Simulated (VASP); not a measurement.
All values below come from PBEsol GGA, VASP's PBE PAW potentials (set 64) (plane waves; VASP).

Input for VASP

INCAR:
```
! general
SYSTEM  =  Na
PREC    =  Accurate
ENCUT   =  520
LREAL   =  F
LASPH   =  T

! electronic loop
EDIFF   =  1E-7
NELM    =  100
ALGO    =  Normal

! smearing
ISMEAR  =  1
SIGMA   =  0.1

! functional
GGA     =  PS

! ions
ISIF    =  2

! output
LWAVE   =  F
LCHARG  =  F
```

File KPOINTS:
```
Regular mesh
0
G
  12 12 12
0 0 0
```

**POSCAR**
```
Na
1
   -2.0428959623     2.0428959623     2.0428959623
    2.0428959623    -2.0428959623     2.0428959623
    2.0428959623     2.0428959623    -2.0428959623
Na
1
Direct
  0.0000000000   0.0000000000   0.0000000000
```

POTCAR, in this order: Na_pv (PBE.64 set). Program: vasp_std.

What VASP printed:

### OUTCAR
```
 ion  position               nearest neighbor table
   1  0.000  0.000  0.000-
  LATTYP: Found a body centered cubic cell.
 ALAT       =     4.0857919246
 Subroutine PRICEL returns:
 Original cell was already a primitive cell.
 Subroutine GETGRP returns: Found 48 space group operations
The static configuration has the point symmetry O_h .
The dynamic configuration has the point symmetry O_h .
 Subroutine INISYM returns: Found 48 space group operations
 Subroutine IBZKPT returns following result:
 Found     72 irreducible k-points:

 Following reciprocal coordinates:
            Coordinates               Weight
  0.000000  0.000000  0.000000      1.000000
  0.083333  0.000000  0.000000     12.000000
  0.166667  0.000000  0.000000     12.000000
  0.250000  0.000000  0.000000     12.000000
  0.333333  0.000000  0.000000     12.000000
  0.416667  0.000000  0.000000     12.000000
  0.500000  0.000000  0.000000      6.000000
  0.083333  0.083333  0.000000     24.000000
  0.166667  0.083333 -0.000000     48.000000
  0.250000  0.083333 -0.000000     48.000000
  0.333333  0.083333  0.000000     48.000000
  0.416667  0.083333  0.000000     48.000000
  0.166667  0.166667  0.000000     24.000000
  0.250000  0.166667 -0.000000     48.000000
  0.333333  0.166667  0.000000     48.000000
  0.416667  0.166667  0.000000     24.000000
  0.250000  0.250000  0.000000     24.000000
  0.333333  0.250000  0.000000     48.000000
  0.333333  0.333333  0.000000      8.000000
  0.083333  0.083333  0.083333      8.000000
  0.166667  0.083333  0.083333     24.000000
  0.250000  0.083333  0.083333     24.000000
  0.333333  0.083333  0.083333     24.000000
  0.416667  0.083333  0.083333     12.000000
 -0.083333  0.083333  0.083333      6.000000
...
```

**OSZICAR**
```
       N       E                     dE             d eps       ncg     rms          rms(c)
DAV:   1     0.201727192951E+02    0.20173E+02   -0.40770E+03  1008   0.873E+02
DAV:   2    -0.994908307298E+00   -0.21168E+02   -0.21164E+02  1029   0.139E+02
DAV:   3    -0.139209698159E+01   -0.39719E+00   -0.39719E+00  1302   0.273E+01
DAV:   4    -0.139544630302E+01   -0.33493E-02   -0.33493E-02  1253   0.229E+00
DAV:   5    -0.139549037286E+01   -0.44070E-04   -0.44070E-04  1260   0.224E-01    0.247E-01
DAV:   6    -0.139355735581E+01    0.19330E-02   -0.32556E-03  1176   0.113E+00    0.147E-01
DAV:   7    -0.139292740076E+01    0.62996E-03   -0.28516E-03  1050   0.940E-01    0.454E-02
DAV:   8    -0.139287328181E+01    0.54119E-04   -0.20131E-04  1099   0.347E-01    0.190E-03
DAV:   9    -0.139287348187E+01   -0.20006E-06   -0.93844E-07  1260   0.141E-02    0.105E-03
DAV:  10    -0.139287343474E+01    0.47132E-07   -0.58124E-08   896   0.319E-03
   1 F= -.13928734E+01 E0= -.13926219E+01  d E =-.754615E-03
```

OUTCAR:
```
------------------------ aborting loop because EDIFF is reached ----------------------------------------
  FORCE on cell =-STRESS in cart. coord.  units (eV):
  Direction    XX          YY          ZZ          XY          YZ          ZX
  --------------------------------------------------------------------------------------
  Total        0.1169357      0.1169357      0.1169357      0.0000000     -0.0000000      0.0000000
  in kB        5.4936228      5.4936228      5.4936228      0.0000000     -0.0000000      0.0000000
  external PRESSURE =       5.4936228 kB  Pullay stress =       0.0000000 kB
  volume of cell :       34.10
      direct lattice vectors                 reciprocal lattice vectors
    -2.042895962  2.042895962  2.042895962     0.000000000  0.244750594  0.244750594
     2.042895962 -2.042895962  2.042895962     0.244750594  0.000000000  0.244750594
     2.042895962  2.042895962 -2.042895962     0.244750594  0.244750594  0.000000000
 POSITION                                       TOTAL-FORCE (eV/Angst)
 -----------------------------------------------------------------------------------
      0.00000      0.00000      0.00000        -0.000000     -0.000000      0.000000
 -----------------------------------------------------------------------------------
    total drift:                               -0.000000     -0.000000     -0.000000
  FREE ENERGIE OF THE ION-ELECTRON SYSTEM (eV)
  ---------------------------------------------------
  free  energy   TOTEN  =        -1.3928734347 eV

  energy  without entropy=       -1.3921188196  energy(sigma->0) =       -1.39262190
```
(Selected blocks of OUTCAR.)

The compound is Na in the bcc structure. This cell is one point of a volume scan, at 0.94 of the reference volume.
